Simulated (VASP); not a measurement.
The input files of a VASP run:

### KPOINTS
```
Automatic mesh
0
Gamma
7 7 7
0 0 0
```

**INCAR**
```
! general
SYSTEM =HfAu2
PREC   =Accurate
ENCUT  =300   ! plane-wave cut-off (eV)
LREAL  =.FALSE.
LASPH  =.TRUE.

! electronic loop
EDIFF  =1E-6
NELM   =100
ALGO   =Normal   ! blocked Davidson
LMAXMIX=6

! smearing
ISMEAR =0   ! Gaussian
SIGMA  =0.1

! ions
ISIF   =2   ! forces and stress, cell fixed

! output
LWAVE  =.FALSE.
LCHARG =.FALSE.
```

File POSCAR:
```
HfAu2
1
   -1.8147890000     1.8147890000     4.4417720000
    1.8147890000    -1.8147890000     4.4417720000
    1.8147890000     1.8147890000    -4.4417720000
Hf Au
1 2
Direct
  0.0000000000   0.0000000000   0.0000000000
  0.3353000000   0.3353000000   0.0000000000
  0.6647000000   0.6647000000   0.0000000000
```

POTCAR, in this order: Hf_pv Au (LDA.64 set). Program: vasp_std.

Question: Translate this LDA calculation to Quantum ESPRESSO's pw.x.

Answer: One equivalent input (not run):
```
&CONTROL
  calculation = 'scf'
  pseudo_dir = './pseudo'
  outdir = './out'
  tprnfor = .true.
  tstress = .true.
/
&SYSTEM
  ibrav = 0
  nat = 3
  ntyp = 2
  ecutwfc = 76
  occupations = 'smearing'
  smearing = 'gaussian'
  degauss = 0.00735
  input_dft = 'pz'
/
&ELECTRONS
  conv_thr = 7.3e-08
  electron_maxstep = 100
/
ATOMIC_SPECIES
  Hf 178.490 Hf.upf
  Au 196.967 Au.upf
CELL_PARAMETERS angstrom
    -1.8147890    1.8147890    4.4417720
     1.8147890   -1.8147890    4.4417720
     1.8147890    1.8147890   -4.4417720
ATOMIC_POSITIONS crystal
  Hf   0.0000000  0.0000000  0.0000000
  Au   0.3353000  0.3353000  0.0000000
  Au   0.6647000  0.6647000  0.0000000
K_POINTS automatic
  7 7 7 0 0 0
```
What does not carry over: the potentials are each code's own (VASP's PAW set, PseudoDojo norm-conserving files in pw.x), so ENCUT and ecutwfc are chosen apart and not converted; conv_thr bounds pw.x's estimated SCF error, while EDIFF bounds the energy change between steps.

The structure was generated: HfAu2 was put into an ordered model structure, which need not be its known phase. The cell was not relaxed at this level. The k-mesh is coarse (spacing up to 0.35 per Å, 2π included), so the numbers may not be converged in it.
